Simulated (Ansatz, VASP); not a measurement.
## Cross-check of H2CO (liquid dimethyl carbonate at 300 K) between VASP and Ansatz

Aim: how closely do two programs agree when they are given the same cell, functional and k mesh? The cell is taken from a series of runs on this material, whose earlier steps may have relaxed, scaled, displaced or heated it; both programs get it as it stands.

Main program and level: Ansatz 0.2.0; plane waves, with VASP 6.6.1 beside it; single point at PBEsol.

### 1. The starting structure

The cell holds 108 atoms: 27 C, 27 O and 54 H. Cell: a = 10.785 Å, b = 10.785 Å, c = 10.785 Å, α = 90.0°, β = 90.0°, γ = 90.0°. As first built, before any earlier steps moved the atoms (in the runner's words): 9 dimethyl carbonate placed at random, at 1.07 g/cm^3; overlaps pushed apart, then 10 ps at 400 K with MMFF94 bonds, angles, torsions, charges and radii (Halgren, J. Comput. Chem. 17, 490 (1996)) in harmonic and 12-6 forms. Snapshot after 20 ps at 300 K and fixed volume.

### 2. Ansatz: single point, PBEsol, pair 1

Ansatz runs on its default PAW (the set named soft_2) files.

A single point gives forces, pressure and levels at one fixed geometry, so differences don't come from the geometry; what else differs is listed under the comparison.

Contents of input.yaml:

```yaml
crystal:
  lattice:
    - [10.78542, 0.0, 0.0]
    - [0.0, 10.78542, 0.0]
    - [0.0, 0.0, 10.78542]
  atoms:
    - { symbol: C, position: [0.97338, 0.35724, 0.77519] }
    - { symbol: O, position: [0.94993, 0.48517, 0.75122] }
    - { symbol: C, position: [0.83024, 0.5188, 0.76468] }
    - { symbol: O, position: [0.74613, 0.45263, 0.80293] }
    - { symbol: O, position: [0.81663, 0.63644, 0.71812] }
    - { symbol: C, position: [0.69609, 0.68451, 0.7369] }
    - { symbol: H, position: [0.06927, 0.33747, 0.7373] }
    - { symbol: H, position: [0.97275, 0.33784, 0.87413] }
    - { symbol: H, position: [0.90391, 0.30517, 0.73254] }
    - { symbol: H, position: [0.63535, 0.63768, 0.67607] }
    - { symbol: H, position: [0.66884, 0.65892, 0.83165] }
    - { symbol: H, position: [0.70165, 0.78435, 0.71753] }
    - { symbol: C, position: [0.67361, 0.81329, 0.31484] }
    - { symbol: O, position: [0.79223, 0.87548, 0.33197] }
    - { symbol: C, position: [0.80398, 0.96939, 0.41624] }
    - { symbol: O, position: [0.7195, 0.0265, 0.46439] }
    - { symbol: O, position: [0.92202, 0.97398, 0.45894] }
    - { symbol: C, position: [0.93781, 0.04187, 0.56845] }
    - { symbol: H, position: [0.68596, 0.7284, 0.25836] }
    - { symbol: H, position: [0.62911, 0.7768, 0.40115] }
    - { symbol: H, position: [0.61705, 0.88886, 0.26395] }
    - { symbol: H, position: [0.0362, 0.0347, 0.59021] }
    - { symbol: H, position: [0.91178, 0.14176, 0.55624] }
    - { symbol: H, position: [0.88389, 0.00437, 0.6476] }
    - { symbol: C, position: [0.0586, 0.76711, 0.91917] }
    - { symbol: O, position: [0.93545, 0.76124, 0.97444] }
    - { symbol: C, position: [0.92083, 0.648, 0.01766] }
    - { symbol: O, position: [0.00344, 0.57081, 0.02416] }
    - { symbol: O, position: [0.79864, 0.63144, 0.02652] }
    - { symbol: C, position: [0.76675, 0.51868, 0.08271] }
[... 72 atom lines left out ...]
    - { symbol: H, position: [0.31044, 0.36092, 0.09856] }
    - { symbol: H, position: [0.23036, 0.46722, 0.00164] }
    - { symbol: H, position: [0.15516, 0.33452, 0.0749] }
    - { symbol: H, position: [0.59785, 0.24329, 0.85635] }
    - { symbol: H, position: [0.56525, 0.16137, 0.71764] }
    - { symbol: H, position: [0.54126, 0.32462, 0.71095] }
kpoints:
  mp_grid: { grid: [1, 1, 1] }
hamiltonian:
  xc: pbesol
scf:
  occupations: { method: fixed }
output:
  forces: true
```

Launch:

```sh
$ ansatz run input.yaml --threads 4 --pin off --max-ram 8192MiB --backend cpu --events-out ev --progress --plain --runs-dir out
```

Numbers of over 12 decimals in the logs are rounded to 6 here.

The log of the run:

```text
Engine: ansatz 0.2.0, aarch64-unknown-linux-gnu
Pseudopotentials: kind: paw
Pseudopotential: C, paw, valence charge 4, recommended cutoff 420 eV (normal), C.paw.azcp
Pseudopotential: O, paw, valence charge 6, recommended cutoff 420 eV (normal), O.paw.azcp
Pseudopotential: H, paw, valence charge 1, recommended cutoff 420 eV (normal), H.paw.azcp
Functional definition: PBEsol
  exchange = pbesol_x
  correlation = pbesol_c
Crystal: 108 atoms, lattice volume = 1254.617 Å³
Basis set: ecut = 420 eV, 24405 PW (Γ), exchange–correlation on 150×150×150 points (8 copies of the dense FFT grid, shifted against one another)
Bands: 270, of which v1, the nominal top of the filled ones, is band 162 counted from 1 (161 counted from 0)
Symmetry: 1 space group operations
Space group: P1 (ITA 1), of the structure as read, at distance tolerance 1.1e-4 Å
k-points: 1
Non-local potential: C, projectors of the file, l = 0: 2, l = 1: 2, l = 2: 1
Non-local potential: O, projectors of the file, l = 0: 2, l = 1: 2, l = 2: 1
Non-local potential: H, projectors of the file, l = 0: 2, l = 1: 1
PAW form: soft (Blöchl's): semilocal exchange-correlation on the pseudo side does not see the compensation charge
PAW frozen core: C, regenerated for the run's functional, and the local potential with it (the file was generated under x = pbe(κ = 0.804, μ = 0.219515), c = pbe(β = 0.066725))
PAW frozen core: O, regenerated for the run's functional, and the local potential with it (the file was generated under x = pbe(κ = 0.804, μ = 0.219515), c = pbe(β = 0.066725))
PAW one-centre angular grid: C, 110 points (default); XC on 64 Gauss nodes
PAW one-centre angular grid: O, 110 points (default); XC on 64 Gauss nodes
PAW one-centre angular grid: H, 110 points (default); XC on 64 Gauss nodes
Initial density: superposition of atomic densities (neutral atoms: chi_scale 0, normalization atom), corrected by the library's trained network
Initial wavefunctions: pseudopotential atomic-orbital guess
Functional: x = pbesol(κ = 0.804, μ = 0.123457), c = pbesol(β = 0.046)
SCF iter   1: F=—  HF=-22636.559854 eV  |F-HF|=—  |Δ(HF+E_count)|=         —  Δρ=7.59e-3  dr2=5.02e-1  ethr=1.77e-3  ⟨swp⟩=5.0  Hψ=857  notcnv=0  defer=103
preconditioner: auto → Resta (q_TF=auto, 2.177 Å⁻¹)  ε∞=2.3  [insulator: Δε(μ)=5.418 eV  Ē_g=16.844 eV  n_scr=202 (ndim 8)  ℏωp=18.9 eV  f_vac=0.304  ε∞_Penn≈2.3]
SCF iter   2: F=—  HF=-22636.474607 eV  |F-HF|=—  |Δ(HF+E_count)|=   8.52e-2  Δρ=2.85e-3  dr2=9.24e-2  ethr=1.55e-4  ⟨swp⟩=2.0  Hψ=418  notcnv=0  defer=104
SCF iter   3: F=—  HF=-22636.474960 eV  |F-HF|=—  |Δ(HF+E_count)|=   3.53e-4  Δρ=1.36e-3  dr2=2.31e-2  ethr=2.85e-5  ⟨swp⟩=3.0  Hψ=307  notcnv=0  defer=44
automatic band count: iteration 3 solves 208 bands in place of 270: the levels show a gap, and the empty bands left out lie too high to hold charge; the band table lists the bands solved (type scf.n_extra_bands for more)
SCF iter   4: F=—  HF=-22636.477632 eV  |F-HF|=—  |Δ(HF+E_count)|=   2.67e-3  Δρ=4.64e-4  dr2=3.40e-3  ethr=7.13e-6  ⟨swp⟩=3.0  Hψ=310  notcnv=0  defer=44
SCF iter   5: F=—  HF=-22636.478039 eV  |F-HF|=—  |Δ(HF+E_count)|=   4.07e-4  Δρ=3.35e-4  dr2=1.42e-3  ethr=1.05e-6  ⟨swp⟩=3.0  Hψ=330  notcnv=0  defer=44
SCF iter   6: F=—  HF=-22636.477982 eV  |F-HF|=—  |Δ(HF+E_count)|=   5.75e-5  Δρ=6.89e-5  dr2=9.05e-5  ethr=4.38e-7  ⟨swp⟩=3.0  Hψ=330  notcnv=0  defer=44
SCF iter   7: F=—  HF=-22636.476320 eV  |F-HF|=—  |Δ(HF+E_count)|=   1.66e-3  Δρ=3.31e-5  dr2=1.34e-5  ethr=2.79e-8  ⟨swp⟩=2.0  Hψ=366  notcnv=0  defer=41
SCF iter   8: F=—  HF=-22636.476323 eV  |F-HF|=—  |Δ(HF+E_count)|=   2.89e-6  Δρ=1.52e-5  dr2=2.52e-6  ethr=4.13e-9  ⟨swp⟩=2.0  Hψ=327  notcnv=0  defer=41
SCF iter   9: F=—  HF=-22636.476323 eV  |F-HF|=—  |Δ(HF+E_count)|=   4.06e-7  Δρ=4.38e-6  dr2=2.45e-7  ethr=7.78e-10  ⟨swp⟩=2.0  Hψ=316  notcnv=0  defer=42
SCF iter  10: F=-22636.476323 eV  HF=-22636.476323 eV  |F-HF|=2.04e-8  |Δ(HF+E_count)|=   1.50e-7  Δρ=2.58e-6  dr2=8.18e-8  ethr=3.09e-11  ⟨swp⟩=4.0  Hψ=671  notcnv=0
SCF 1 converged in 10 iterations: F = -22636.476323 eV  dr2 = 8.18e-8
  greatest PAW one-centre occupation: 0.879 electrons in one spin orbital (limit 2), on the O atom at site 63 (counted from 0), in its partial waves of l = 0
SCF converged after 10 iterations
Free energy (F): -22636.476323 eV
Harris-Foulkes:  -22636.476323 eV  (|F-HF|=2.04e-8)
Internal energy: -22636.476323 eV  (E = F + TS)
E sigma→0 (E₀):  -22636.476323 eV
Fermi energy:    -1.759535 eV
--- Per-component energies (eV) ---
  E_band       = -2977.240886
  E_kinetic    = 7901.361209
  E_local      = -29698.547520  (includes V_loc(G=0)·N_el)
  E_nonlocal   = 2133.708764
  E_hartree    = 11286.950715
  E_xc         = -3693.659163
  E_vxc        = -4692.109245  (∫ρ·V_xc dr)
  E_paw        = -6726.184093  (= ΣΔE_a)
  E_vpaw       = -1195.551972  (= ΣTr[D̂ρ^β])
  E_aug_tail   = -0.006127  (compensation charges beyond the density's cutoff)
  E_ewald      = -3841.622596
  E_core_change = 1.522487  (= ΣΔE_core)
  E_smearing   = -0.000000  (= −TS)
  E_closure    = 0.000000  (closes the sum)
  Σ components = -22636.476323   (vs F -22636.476323, Δ=0.00e0)
--- Forces (eV/Å), atoms counted from 1 ---
  atom   1  C      2.08630822     0.99588923     0.33231826
  atom   2  O     -0.57900037     0.53488213     0.30321139
  atom   3  C     -0.11628456     0.02366506    -0.70913501
  atom   4  O      0.74819918     0.64983937    -0.22077468
  atom   5  O      1.21549913    -1.41856512     0.59559711
  atom   6  C      0.77221826     0.17905319     0.98842380
  atom   7  H     -1.00803395     0.17609614     0.29778586
  atom   8  H      0.05139978     0.03937116     0.49211623
  atom   9  H     -1.26938577    -1.31820154    -0.99309250
  atom  10  H     -1.19609942    -0.46881309    -1.10770350
  atom  11  H     -0.12580594     0.49606779     0.02769939
  atom  12  H     -0.14349875    -0.15258219     0.16303725
  atom  13  C     -0.77928764     1.93752237    -0.58298240
  atom  14  O      0.96332511    -0.18523071     0.79406416
  atom  15  C     -1.15475077    -1.58549753     0.96297483
  atom  16  O      0.11690212    -0.01063481    -0.59247117
  atom  17  O     -0.35371652    -0.65013617    -1.44593074
  atom  18  C     -0.17943295     1.15521006     0.63678786
  atom  19  H      0.47157849     0.64246279    -0.18236079
  atom  20  H      0.40238407     0.79054186    -0.10469164
  atom  21  H      0.19548093    -1.62675480     0.76346570
  atom  22  H      0.27726107     0.05385822     0.06414186
  atom  23  H      0.19386744    -0.54155288     0.04790010
  atom  24  H     -0.00995532    -0.06081810    -0.30590977
[...]
atom 101  O     -1.07284059     1.59957361     1.60686315
  atom 102  C      2.45100366     0.26589480    -0.27287396
  atom 103  H      0.94371977    -0.00692594     0.36022025
  atom 104  H     -0.13594810     0.30725633    -0.01418812
  atom 105  H      0.28917068     0.50496703    -0.61841273
  atom 106  H     -0.91453599     0.34844107    -1.14820561
  atom 107  H      0.02951221    -0.62871611    -0.57193165
  atom 108  H      0.01121556    -0.61275471     0.85943955
  max |Σ_I F_I| component: 2.68e-4 eV/Å
```

In the SCF lines HF is the Harris–Foulkes energy and dr2 the Hartree energy of the density residual, in eV; the loop may stop once dr2 is under the threshold and the program's other checks hold. Hψ counts applications of the Hamiltonian.

### 3. VASP: single point, PBEsol, pair 1

The same cell, functional and mesh now go to VASP, with its own data sets.

Lines of VASP's logs that name or quote its potential files are left out, and so is its time.

Contents of INCAR:

```
SYSTEM = H2CO
PREC = Accurate
ENCUT = 520
EDIFF = 1E-06
NELM = 120
ISMEAR = 0
SIGMA = 0.01
LREAL = Auto
ALGO = Normal
GGA = PS
NBANDS = 240
LORBIT = 11
LWAVE = .FALSE.
LCHARG = .FALSE.
ISIF = 2
LASPH = .TRUE.
GGA_COMPAT = .FALSE.
EFERMI = MIDGAP
NCORE = 2
```

Contents of POSCAR:

```
H2CO
1.0
   10.7854200000      0.0000000000      0.0000000000
    0.0000000000     10.7854200000      0.0000000000
    0.0000000000      0.0000000000     10.7854200000
C O H
27 27 54
Direct
    0.9733800000      0.3572400000      0.7751900000
    0.8302400000      0.5188000000      0.7646800000
    0.6960900000      0.6845100000      0.7369000000
    0.6736100000      0.8132900000      0.3148400000
    0.8039800000      0.9693900000      0.4162400000
    0.9378100000      0.0418700000      0.5684500000
    0.0586000000      0.7671100000      0.9191700000
    0.9208300000      0.6480000000      0.0176600000
    0.7667500000      0.5186800000      0.0827100000
    0.3709200000      0.8694700000      0.5466700000
    0.3951800000      0.8099900000      0.7487200000
    0.4394300000      0.7365600000      0.9450100000
    0.9655300000      0.1276500000      0.1719300000
    0.8137400000      0.0384300000      0.0587300000
    0.6564900000      0.9713200000      0.9318000000
    0.4677800000      0.5262800000      0.2854100000
    0.3334000000      0.6834900000      0.2445000000
    0.1892200000      0.8394300000      0.2095200000
    0.4968300000      0.1567900000      0.2372200000
    0.3814400000      0.2142300000      0.4084700000
    0.2849800000      0.3475400000      0.5494200000
    0.9921700000      0.6549700000      0.4624800000
    0.8474800000      0.4901100000      0.4862900000
    0.7254200000      0.3181400000      0.5074800000
    0.2410900000      0.3703300000      0.0278600000
    0.3814300000      0.3028800000      0.8910000000
    0.5332900000      0.2393000000      0.7715100000
    0.9499300000      0.4851700000      0.7512200000
    0.7461300000      0.4526300000      0.8029300000
    0.8166300000      0.6364400000      0.7181200000
[... 72 atom lines left out ...]
    0.3104400000      0.3609200000      0.0985600000
    0.2303600000      0.4672200000      0.0016400000
    0.1551600000      0.3345200000      0.0749000000
    0.5978500000      0.2432900000      0.8563500000
    0.5652500000      0.1613700000      0.7176400000
    0.5412600000      0.3246200000      0.7109500000
```

Contents of KPOINTS:

```
Automatic mesh
0
Gamma
1 1 1
0 0 0
```

The projector-augmented-wave data sets are C, O and H (PBE family, release 64).

Launch:

```sh
$ mpirun -np 8 vasp_gam
```

The log of the run:

```text
[banner, memory and clock lines left out]
running    8 mpi-ranks, on    1 nodes
[...]
|                                                                             |
|               ----> ADVICE to this user running VASP <----                  |
|                                                                             |
|     You enforced a specific xc type in the INCAR file but a different       |
|     [... a line on the potential file left out ...]
|     I HOPE YOU KNOW WHAT YOU ARE DOING!                                     |
|                                                                             |

 LDA part: xc-table for (Slater+PW92), standard interpolation
 POSCAR, INCAR and KPOINTS ok, starting setup
[...]
entering main loop
       N       E                     dE             d eps       ncg     rms          rms(c)
DAV:   1     0.252325041828E+04    0.25233E+04   -0.17392E+05   496   0.125E+03
DAV:   2    -0.400355703414E+03   -0.29236E+04   -0.27868E+04   608   0.301E+02
DAV:   3    -0.677042704772E+03   -0.27669E+03   -0.27424E+03   592   0.974E+01
DAV:   4    -0.683019357518E+03   -0.59767E+01   -0.59490E+01   608   0.156E+01
[...]
DAV:  17    -0.634491618116E+03    0.57933E-05   -0.34285E-05   584   0.235E-02    0.764E-03
DAV:  18    -0.634491615061E+03    0.30556E-05   -0.14269E-05   616   0.136E-02    0.395E-03
DAV:  19    -0.634491614289E+03    0.77171E-06   -0.50418E-06   536   0.647E-03
   1 F= -.63449161E+03 E0= -.63449161E+03  d E =0.000000E+00
```

Parts of OUTCAR (step 3):

```text
  FREE ENERGIE OF THE ION-ELECTRON SYSTEM (eV)
  ---------------------------------------------------
  free  energy   TOTEN  =      -634.4916142890 eV

  energy  without entropy=     -634.4916142890  energy(sigma->0) =     -634.49161429
```

The run ends at a pressure of 0.98 GPa, with forces up to 3.9 eV/Å.

### 4. Comparison

Known differences besides the potentials themselves: fixed occupations in Ansatz, narrow Gaussian smearing in VASP; the cutoff is 420 eV in Ansatz and 520 eV in VASP (PREC = Accurate, projectors in real space); Ansatz makes its cores anew for this functional, VASP keeps those of its PBE data sets. Total energies have different zeros and are not compared.

Both answers:

```tsv
quantity	Ansatz	VASP	difference
gap on the k mesh (eV)	5.300	5.291	+0.009
```

Forces on 9 of the 108 atoms, those with the largest forces and the largest differences (eV/Å; atoms numbered as in POSCAR):

```tsv
atom	Ansatz x, y, z	VASP x, y, z
C16	0.671, -2.337, -2.020	0.800, -2.396, -1.986
C17	-1.623, -1.390, 0.532	-1.951, -1.691, 0.619
C23	2.873, 1.755, -1.774	3.119, 1.621, -1.594
C25	-2.268, 0.012, 1.445	-2.324, 0.094, 1.569
O41	0.945, -0.003, -0.214	1.311, -0.055, -0.690
O42	1.810, 1.043, 2.028	1.724, 1.053, 2.157
O44	1.895, 1.253, -0.471	2.390, 1.667, -0.604
O47	-0.321, -0.287, 0.729	-0.779, -0.474, 0.473
O53	-1.818, -1.978, -1.321	-1.549, -1.692, -1.153
```

The forces differ by 119 meV/Å r.m.s., which is 13.7 % of the r.m.s. force of 0.871 eV/Å (both taken over all components). A gap on the mesh is an upper bound, since the band edges may lie between its points.

(Part 1 of 2 ends here.)

[Lines on the potential files, build, host, timing and source positions are cut from VASP's logs without a mark.]

[Logs are printed without paths, hosts, clocks, repeated set-up lines and the standing remarks that a program may print on its own settings, such as how far it seeks lower states.]

[Hosts, paths, dates, database ids (printed as entryN), source tags and the programs' standing remarks are cut or masked in the printed files.]

[The MMFF94 radii named for the starting cell were scaled by 0.96; in molecules described by MMFF94, hydrogen bound to N, O or S took a small fixed 12-6 site in their place.]
